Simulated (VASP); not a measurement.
The system is ZnO.

```xyz
4
Lattice="3.2493 0.0000 0.0000 -1.6247 2.8140 0.0000 0.0000 0.0000 5.2057" Properties=species:S:1:pos:R:3 pbc="T T T"
Zn    0.0000    1.8760    2.6029
Zn    1.6247    0.9380    0.0000
O     1.6247    0.9380    1.9730
O     0.0000    1.8760    4.5759
```

| Item | Value |
| --- | --- |
| Program | VASP 6.6.1 |
| Task | relaxation of cell and atoms |
| Functional | PBE |
| Potentials or basis | VASP PAW PBE potentials, release 64 (Zn, O) |
| Cutoff | 600 eV |
| k mesh | 9 × 9 × 5 |
| Occupations | gaussian, width 0.03 eV |
| Spin | no spin polarisation |

At the start: pressure 5.8 GPa; volume 11.90 Å³/atom.

Question: How do energy, volume and symmetry change on relaxing?

Answer: Over 14 steps the energy falls by 8.9 meV/atom and the volume is 12.39 Å³/atom (+4.1 %); space group P6_3mc (No. 186, to 0.05 Å).

Step by step:
```tsv
step	energy change (eV)	largest force (eV/Å)	pressure (GPa)	volume (Å³)
1	0.0000	0.0741	5.83	47.60
2	-0.0270	0.0268	-2.61	50.64
3	-0.0357	0.0011	-0.01	49.59
4	-0.0357	0.0022	-0.06	49.63
5	-0.0357	0.0108	-0.01	49.62
6	-0.0357	0.0152	-0.10	49.62
7	-0.0358	0.0116	-0.01	49.57
8	-0.0357	0.0100	0.08	49.54
9	-0.0357	0.0103	0.14	49.54
10	-0.0358	0.0109	0.11	49.56
11	-0.0358	0.0125	0.00	49.56
12	-0.0358	0.0103	0.12	49.56
13	-0.0358	0.0121	0.06	49.56
14	-0.0358	0.0025	0.06	49.57
```

Final structure:
```cif
data_structure
_symmetry_space_group_name_H-M 'P 1'
_symmetry_Int_Tables_number 1
_cell_length_a 3.2864
_cell_length_b 3.2864
_cell_length_c 5.2998
_cell_angle_alpha 90.000
_cell_angle_beta 90.000
_cell_angle_gamma 120.000
_cell_volume 49.57
loop_
_atom_site_label
_atom_site_type_symbol
_atom_site_fract_x
_atom_site_fract_y
_atom_site_fract_z
_atom_site_occupancy
Zn1 Zn 0.33333 0.66667 0.49982 1
Zn2 Zn 0.66667 0.33333 0.99982 1
O1 O 0.66667 0.33333 0.37919 1
O2 O 0.33333 0.66667 0.87919 1
```
